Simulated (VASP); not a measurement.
## Au: core levels with PBEsol

The system is Au.

```
Au
1.0
     0.00000    4.07000    4.07000
     4.07000    0.00000    4.07000
     4.07000    4.07000    0.00000
Au
8
Direct
  0.00000 0.00000 0.00000
  0.00000 0.00000 0.50000
  0.00000 0.50000 0.00000
  0.00000 0.50000 0.50000
  0.50000 0.00000 0.00000
  0.50000 0.00000 0.50000
  0.50000 0.50000 0.00000
  0.50000 0.50000 0.50000
```

```yaml
Program: VASP 6.6.1
Task: core levels
Functional: PBEsol
Potentials_or_basis: VASP PAW PBE potentials, release 64 (Au)
Cutoff: 520 eV
k_mesh: 10 × 10 × 10
Occupations: methfessel-paxton, width 0.1 eV
Spin: no spin polarisation
Further_INCAR_settings: ALGO = Fast; EDIFF = 1e-06
```

```
Pressure               : 1.5 GPa
Band gap on the k mesh : none (metal or under the smearing width)
```

Levels at points of the mesh, in eV from the Fermi level:
| k point | band 40 | band 41 | band 42 | band 43 | band 44 | band 45 | band 46 | band 47 | band 48 | band 49 |
| --- | --- | --- | --- | --- | --- | --- | --- | --- | --- | --- |
| (0.00, 0.00, 0.00) | -1.59 | -1.59 | -1.04 | -1.04 | -1.04 | -1.04 | 0.96 | 0.96 | 0.96 | 3.15 |
| (0.50, 0.00, 0.00) | -1.82 | -1.82 | -1.82 | 1.06 | 1.06 | 1.06 | 1.06 | 1.06 | 1.06 | 5.44 |
| (0.50, 0.50, 0.00) | -2.58 | -1.59 | -1.59 | -0.24 | -0.24 | -0.24 | -0.24 | 4.78 | 4.78 | 6.33 |

Core levels (eV, on the scale of the bands):
```csv
atom,levels
1 Au,"1s -80736.8, 2s -14233.0, 2p -12299.3, 3s -3350.4, 3p -2789.8, 3d -2192.1, 4s -717.9, 4p -534.1, 4d -313.8, 4f -69.2, 5s -96.2, 5p -47.5"
2 Au,"1s -80736.8, 2s -14233.0, 2p -12299.3, 3s -3350.4, 3p -2789.8, 3d -2192.1, 4s -717.9, 4p -534.1, 4d -313.8, 4f -69.2, 5s -96.2, 5p -47.5"
3 Au,"1s -80736.8, 2s -14233.0, 2p -12299.3, 3s -3350.4, 3p -2789.8, 3d -2192.1, 4s -717.9, 4p -534.1, 4d -313.8, 4f -69.2, 5s -96.2, 5p -47.5"
4 Au,"1s -80736.8, 2s -14233.0, 2p -12299.3, 3s -3350.4, 3p -2789.8, 3d -2192.1, 4s -717.9, 4p -534.1, 4d -313.8, 4f -69.2, 5s -96.2, 5p -47.5"
5 Au,"1s -80736.8, 2s -14233.0, 2p -12299.3, 3s -3350.4, 3p -2789.8, 3d -2192.1, 4s -717.9, 4p -534.1, 4d -313.8, 4f -69.2, 5s -96.2, 5p -47.5"
6 Au,"1s -80736.8, 2s -14233.0, 2p -12299.3, 3s -3350.4, 3p -2789.8, 3d -2192.1, 4s -717.9, 4p -534.1, 4d -313.8, 4f -69.2, 5s -96.2, 5p -47.5"
```

It took 120 s on 4 MPI ranks on Intel(R) Xeon(R) Platinum 8488C (Sapphire Rapids) (shared host), peak memory 0.46 GiB a rank.

Caveat: the PAW data sets were made with another functional, which shifts forces and pressure a little. The run has no spin-orbit coupling, so splittings on Au are missing.
